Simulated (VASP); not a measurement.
An input for Ansatz (written as the equivalent of a VASP run, and not itself run):

Ansatz 0.2 input:
```yaml
crystal:
  lattice:
    - [0.0000000, 3.5245567, 3.5245567]
    - [3.5245567, 0.0000000, 3.5245567]
    - [3.5245567, 3.5245567, 0.0000000]
  atoms:
    - { symbol: Sr, position: [0.0000000, 0.0000000, 0.0000000] }
    - { symbol: Cl, position: [0.2500000, 0.2500000, 0.2500000] }
    - { symbol: Cl, position: [0.7500000, 0.7500000, 0.7500000] }
kpoints:
  mp_grid: { grid: [6, 6, 6] }
hamiltonian:
  xc: pbe
  dispersion: d4
  pseudopotentials: { kind: paw }
scf:
  occupations: { method: gaussian, width: 0.05 }
  max_iter: 100
output: { forces: true, stress: true, eigenvalues: true }
```

Problem. Translate this input to VASP (INCAR, KPOINTS, POSCAR, choice of POTCAR).

Solution. Several could match; the one computed here: 
**KPOINTS**
```
K-points
0
gamma
6 6 6
0 0 0
```

**INCAR**
```
SYSTEM = SrCl2
PREC = Accurate
ENCUT = 520
EDIFF = 1E-7
NELM = 100
ALGO = Normal
LREAL = .FALSE.
LASPH = .TRUE.
ISMEAR = 0
SIGMA = 0.05
GGA = PE
IVDW = 13
LMAXMIX = 4
LWAVE = .FALSE.
LCHARG = .FALSE.
ISIF = 2
```

**POSCAR**
```
SrCl2
4.9844760
  0.0000000000   0.7071067656   0.7071067656
  0.7071067656   0.0000000000   0.7071067656
  0.7071067656   0.7071067656   0.0000000000
Sr Cl
1 2
Cartesian
  0.0000000000   0.0000000000   0.0000000000
  0.3535533828   0.3535533828   0.3535533828
  1.0606601485   1.0606601485   1.0606601485
```

POTCAR, in this order: Sr_sv Cl (PBE.64 set). Program: vasp_std.

Limits of the translation: each code has its own PAW files, so the cut-off isn't converted (ENCUT is set for VASP's; basis.ecutwfc is left out, and Ansatz then takes the one that its files recommend); Ansatz stops its SCF on the density residual and VASP on the energy change (EDIFF).

The compound is SrCl2 in the fluorite structure. This cell is one point of a volume scan, at 1.03 of the reference volume.
